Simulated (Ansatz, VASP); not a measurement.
# SnO (Romarchite) in two plane-wave programs, part 2 of 2

Aim: how closely do two programs agree when they are given the same cell, functional and k mesh? The cell is taken from a series of runs on this material, whose earlier steps may have relaxed, scaled, displaced or heated it; both programs get it as it stands.

VASP 6.6.1 and Ansatz 0.2.0.

So far: Starting point; VASP: zone-centre phonons, PBEsol with D3(BJ).

### 3. Ansatz: zone-centre phonons, PBEsol with D3(BJ)

Level of this step: Ansatz beside VASP: Kohn-Sham DFT, plane waves, PBEsol with D3(BJ) (Ansatz).

Ansatz runs on its PAW soft_1 files.

The same cell, functional, mesh and smearing now go to Ansatz, which takes its cutoff from its data sets.

input.yaml reads:

```yaml
crystal:
  lattice:
    - [3.7939863936, 0.0, 0.0]
    - [0.0, 3.7939863936, 0.0]
    - [0.0, 0.0, 4.6804470294]
  atoms:
    - { symbol: O, position: [0.0, 0.0, 0.0] }
    - { symbol: O, position: [0.5, 0.5, 0.0] }
    - { symbol: Sn, position: [0.5, 0.0, 0.2462451525] }
    - { symbol: Sn, position: [0.0, 0.5, 0.7537548475] }
kpoints:
  mp_grid: { grid: [12, 12, 12] }
hamiltonian:
  xc: pbesol
  dispersion: d3bj
  pseudopotentials: { kind: paw, azcp: { folder: soft_1 }, xc_functional: pbe }
scf:
  occupations: { method: methfessel_paxton, width: 0.2 }
output:
  eigenvalues: true
phonons:
  method: dfpt
```

The run is started by

```console
$ ansatz run input.yaml --threads 4 --pin off --max-ram 16384MiB --backend cpu --events-out ev --progress --plain --runs-dir out
```

Numbers of over 12 decimals in the logs are rounded to 6 here.

What it wrote:

```text
zone centre: on kpoints.mp_grid the ground state, and the responses unless they are solved on pairs of k-points, stand on 343 of the mesh's 1728 k-points, reduced under 4 symmetry operations, with k and −k counted as one. Each operation leaves every solved displacement unchanged or reverses it
Engine: ansatz 0.2.0, aarch64-unknown-linux-gnu
Pseudopotentials: kind: paw
Pseudopotential: O, paw, valence charge 6, recommended cutoff 420 eV (normal), soft_1/O.paw.azcp
Pseudopotential: Sn, paw, valence charge 14, recommended cutoff 420 eV (normal), soft_1/Sn.paw.azcp
Functional definition: PBEsol
  exchange = pbesol_x
  correlation = pbesol_c
Crystal: 4 atoms, lattice volume = 67.372 Å³
Basis set: ecut = 420 eV, 1303 PW (Γ), exchange–correlation on 60×60×64 points (8 copies of the dense FFT grid, shifted against one another)
Bands: 24, of which v1, the nominal top of the filled ones, is band 20 counted from 1 (19 counted from 0)
Symmetry: 16 space group operations
k-points: 343 of 1728 (irreducible under 4 space group operations, time reversal used)
Non-local potential: O, projectors of the file, l = 0: 2, l = 1: 2, l = 2: 1
Non-local potential: Sn, projectors of the file, l = 0: 2, l = 1: 2, l = 2: 2, l = 3: 1
PAW form: soft (Blöchl's): semilocal exchange-correlation on the pseudo side does not see the compensation charge
PAW frozen core: O, regenerated for the run's functional, and the local potential with it (the file was generated under x = pbe(κ = 0.804, μ = 0.219515), c = pbe(β = 0.066725))
PAW frozen core: Sn, regenerated for the run's functional, and the local potential with it (the file was generated under x = pbe(κ = 0.804, μ = 0.219515), c = pbe(β = 0.066725))
PAW one-centre angular grid: O, 110 points (default); XC on 64 Gauss nodes
PAW one-centre angular grid: Sn, 590 points (default); XC on 64 Gauss nodes
Initial density: superposition of atomic densities (chi_scale 0.1, normalization cell, long waves kept (reshape's long-wave potential 0.14 eV rms))
Initial wavefunctions: pseudopotential atomic-orbital guess
Functional: x = pbesol(κ = 0.804, μ = 0.123457), c = pbesol(β = 0.046)
SCF iter   1: F=—  HF=-13023.071350 eV  |F-HF|=—  |Δ(HF+E_count)|=         —  Δρ=5.33e-2  dr2=2.43e0  ethr=3.10e-3  ⟨swp⟩=5.5  Hψ=36462  notcnv=0
preconditioner: auto → Kerker (q_TF=auto, 2.501 Å⁻¹)  [metal: Δε(μ)=0.035 eV  Ē_g=18.387 eV  σ=0.200 eV  W_gap=0.15  n_scr=18 (ndim 8)  ℏωp=28.6 eV  f_vac=0.000  D(μ)=0.39/eV (n_scr^D=0)]
SCF iter   2: F=—  HF=-13022.666468 eV  |F-HF|=—  |Δ(HF+E_count)|=   4.05e-1  S|Δr|=    0.00e0  Δρ=2.56e-2  dr2=7.49e-1  ethr=3.10e-3  ⟨swp⟩=3.1  Hψ=19093  notcnv=0
SCF iter   3: F=—  HF=-13022.516449 eV  |F-HF|=—  |Δ(HF+E_count)|=   1.50e-1  S|Δr|=    0.00e0  Δρ=1.42e-2  dr2=2.24e-1  ethr=1.87e-3  ⟨swp⟩=3.0  Hψ=16536  notcnv=0
SCF iter   4: F=—  HF=-13022.474469 eV  |F-HF|=—  |Δ(HF+E_count)|=   4.20e-2  S|Δr|=    0.00e0  Δρ=5.10e-3  dr2=2.54e-2  ethr=5.59e-4  ⟨swp⟩=2.9  Hψ=16482  notcnv=0
SCF iter   5: F=—  HF=-13022.471132 eV  |F-HF|=—  |Δ(HF+E_count)|=   3.34e-3  S|Δr|=    0.00e0  Δρ=1.38e-3  dr2=2.52e-3  ethr=6.36e-5  ⟨swp⟩=2.0  Hψ=13497  notcnv=0
SCF iter   6: F=—  HF=-13022.471303 eV  |F-HF|=—  |Δ(HF+E_count)|=   1.71e-4  S|Δr|=    0.00e0  Δρ=6.26e-4  dr2=4.01e-4  ethr=6.29e-6  ⟨swp⟩=2.7  Hψ=15009  notcnv=0
SCF iter   7: F=—  HF=-13022.471316 eV  |F-HF|=—  |Δ(HF+E_count)|=   1.32e-5  S|Δr|=    0.00e0  Δρ=2.01e-4  dr2=3.80e-5  ethr=1.00e-6  ⟨swp⟩=3.0  Hψ=15216  notcnv=0
SCF iter   8: F=—  HF=-13022.471320 eV  |F-HF|=—  |Δ(HF+E_count)|=   4.15e-6  S|Δr|=    0.00e0  Δρ=7.29e-5  dr2=3.08e-6  ethr=9.51e-8  ⟨swp⟩=2.8  Hψ=14958  notcnv=0
SCF iter   9: F=—  HF=-13022.471322 eV  |F-HF|=—  |Δ(HF+E_count)|=   1.85e-6  S|Δr|=    0.00e0  Δρ=2.53e-5  dr2=3.73e-7  ethr=7.70e-9  ⟨swp⟩=2.2  Hψ=14849  notcnv=0
SCF iter  10: F=—  HF=-13022.471322 eV  |F-HF|=—  |Δ(HF+E_count)|=   1.59e-8  S|Δr|=    0.00e0  Δρ=4.74e-6  dr2=1.29e-8  ethr=9.33e-10  ⟨swp⟩=2.0  Hψ=13811  notcnv=0
SCF iter  11: F=—  HF=-13022.471322 eV  |F-HF|=—  |Δ(HF+E_count)|=   3.76e-9  S|Δr|=    0.00e0  Δρ=1.33e-6  dr2=8.21e-10  ethr=3.22e-11  ⟨swp⟩=2.0  Hψ=10981  notcnv=0
SCF iter  12: F=—  HF=-13022.471322 eV  |F-HF|=—  |Δ(HF+E_count)|=  2.76e-10  S|Δr|=    0.00e0  Δρ=3.04e-7  dr2=5.15e-11  ethr=2.05e-12  ⟨swp⟩=2.0  Hψ=15096  notcnv=0
SCF iter  13: F=-13022.471322 eV  HF=-13022.471322 eV  |F-HF|=3.64e-12  |Δ(HF+E_count)|=  2.00e-11  S|Δr|=    0.00e0  Δρ=5.71e-8  dr2=2.55e-12  ethr=1.00e-12  ⟨swp⟩=6.7  Hψ=36762  notcnv=0
the search or the solves at the SCF's close seem to have found levels that the self-consistency loop had missed (the run counts 2). By its estimate they hold under 1e-12 electrons; where the run keeps them, the occupations were computed again with them
SCF 1 converged in 13 iterations: F = -13022.471322 eV  dr2 = 2.55e-12
  greatest PAW one-centre occupation: 0.994 electrons in one spin orbital (limit 2), on the Sn atom at site 3 (counted from 0), in its partial waves of l = 2
DFPT response loops at Γ: preconditioner auto → Kerker (q_TF=auto, 2.501 Å⁻¹) (partly filled bands, converged f_vac=0.007); β = 1.00, the filter's whole step (`scf.mixing.beta` (0.50) is not read by the response loops under this deck's `scf.mixing.preconditioner`; to damp them name `kerker` or `kerker_dos`, under which they read `scf.mixing.beta`, and type it under 1.00, their step now; both keys bind the ground state too); Broyden in place of MSR1
SCF converged after 13 iterations
Stability not checked: this state was not tested for a lower state beside it, because cold or Methfessel-Paxton smearing, or corrected tetrahedra, fill the levels in a way that the test cannot read (fill_not_monotonic; see scf.lower_state_search)
Free energy (F): -13022.471322 eV
Harris-Foulkes:  -13022.471322 eV  (|F-HF|=3.64e-12)
Internal energy: -13022.471569 eV  (E = F + TS)
E sigma→0 (E₀):  -13022.471384 eV
Entropy (-TS):   0.000247 eV (0.062 meV/atom)
Fermi energy:    10.484853 eV
Step filling:    the computed levels leave a gap of 0.0000 eV = 0.0 smearing widths at the electron count; against every level under it full and every level over it empty, smearing changes F+E_penalty+E_count by +0.213 meV and its σ→0 estimate by +0.152 meV
--- Per-component energies (eV) ---
  E_band       = -166.592942
  E_kinetic    = 672.953831
  E_local      = -2837.154704  (includes V_loc(G=0)·N_el)
  E_nonlocal   = 399.748437
  E_hartree    = 1336.590007
  E_xc         = -391.256710
  E_vxc        = -342.808362  (∫ρ·V_xc dr)
  E_paw        = -8905.253848  (= ΣΔE_a)
  E_vpaw       = -732.514274  (= ΣTr[D̂ρ^β])
  E_aug_tail   = 0.002049  (compensation charges beyond the density's cutoff)
  E_ewald      = -3297.843087
  E_disp       = -0.897797  (pairwise vdW)
  E_core_change = 0.640255  (= ΣΔE_core)
  E_smearing   = 0.000247  (= −TS)
  E_closure    = 0.000000  (closes the sum)
  Σ components = -13022.471322   (vs F -13022.471322, Δ=0.00e0)
--- Band table (eV; the first three rows and the last of 343) ---
  k-point 0: bands = [... 16 lower, 6.9091, 7.2261, 7.2261, 10.4524, 12.6873, 14.9089, 14.9089, 15.1666]
  k-point 1: bands = [... 16 lower, 6.9026, 7.2253, 7.2253, 10.4161, 12.5598, 14.6524, 14.6524, 15.1889]
  k-point 2: bands = [... 16 lower, 6.8853, 7.2224, 7.2224, 10.2727, 12.2931, 14.1845, 14.1845, 15.0944]
  k-point 342: bands = [... 16 lower, 7.5379, 7.5379, 7.8993, 7.8993, 12.6622, 12.6622, 14.7453, 14.7453]
--- Phonons (Γ-DFPT): 4 representative perturbations + reference, on 343 of 1728 k-points (Σ response iterations 14) ---
  k mesh reduced under 4 symmetry operations, with k and −k counted as one. Each operation leaves every solved displacement unchanged or reverses it
  ASR residual: 1.402e-5 → 0.000e0 eV/Å²; symmetrization residual: 2.556e-6 eV/Å²
  pairwise dispersion correction: d3bj (s6 = 1.0, s8 = 2.9491, a1 = 0.4466, a2_bohr = 6.1742), with the weights of each atom's references fixed at the reference crystal's, and the forces and stress that the weights' published response gives there kept as a pressure on the atom's counted neighbours (hamiltonian.dispersion)
  ASR residual per site (eV/Å²): 1.40e-5 1.40e-5 4.68e-6 4.68e-6
  Γ frequencies (cm⁻¹): 0.00 0.00 0.00 114.34 114.34 206.53 270.11 270.11 349.92 362.47 463.77 463.77
  non-analytic LO–TO correction: not included (Born effective charges unavailable; polar crystals: no LO–TO splitting at Γ)
```

### 4. Comparison

Known differences besides the potentials themselves: the cutoff is 420 eV in Ansatz and 600 eV in VASP; Ansatz makes its cores anew for this functional, VASP keeps those of its PBE data sets; Ansatz takes the dispersion share of the force constants at frozen C6 weights, VASP differentiates the full forces; VASP uses finite displacements, Ansatz perturbation theory. Total energies have different zeros and are not compared.

Both answers:

| quantity | Ansatz | VASP | difference |
| --- | --- | --- | --- |
| optical mode 1 to 2 (cm⁻¹) | 114.3 | 116.0 | -1.41 % |
| optical mode 3 (cm⁻¹) | 206.5 | 207.9 | -0.66 % |
| optical mode 4 to 5 (cm⁻¹) | 270.1 | 274.9 | -1.74 % |
| optical mode 6 (cm⁻¹) | 349.9 | 353.2 | -0.92 % |
| optical mode 7 (cm⁻¹) | 362.5 | 364.3 | -0.51 % |
| optical mode 8 to 9 (cm⁻¹) | 463.8 | 466.2 | -0.51 % |

Modes are paired by rising frequency, not by their patterns, so a pair may set unlike modes beside each other; they are those without the splitting of longitudinal modes.

### 5. What came out

```
r.m.s. difference of the optical zone-centre modes, each program's sorted by frequency (zone-centre phonons, PBEsol with D3(BJ)) : 3.0 cm⁻¹
difference in optical mode 4 to 5 (zone-centre phonons, PBEsol with D3(BJ))                                                      : -1.7 %
```

**Reading.** The r.m.s. difference of the optical zone-centre modes, each program's sorted by frequency is 3.0 cm⁻¹ (zone-centre phonons, PBEsol with D3(BJ)). Among the rows given in per cent, the largest difference of the zone-centre phonons, PBEsol with D3(BJ) pair is in optical mode 4 to 5, -1.7 %. How closely two codes agree says nothing of how well the functional describes the real material.

[Lines on the potential files, build, host, timing and source positions are cut from VASP's logs without a mark.]

[Logs are printed without paths, hosts, clocks, repeated set-up lines and the standing remarks that a program may print on its own settings, such as how far it seeks lower states.]

[Hosts, paths, dates, database ids (printed as entryN), source tags and the programs' standing remarks are cut or masked in the printed files.]
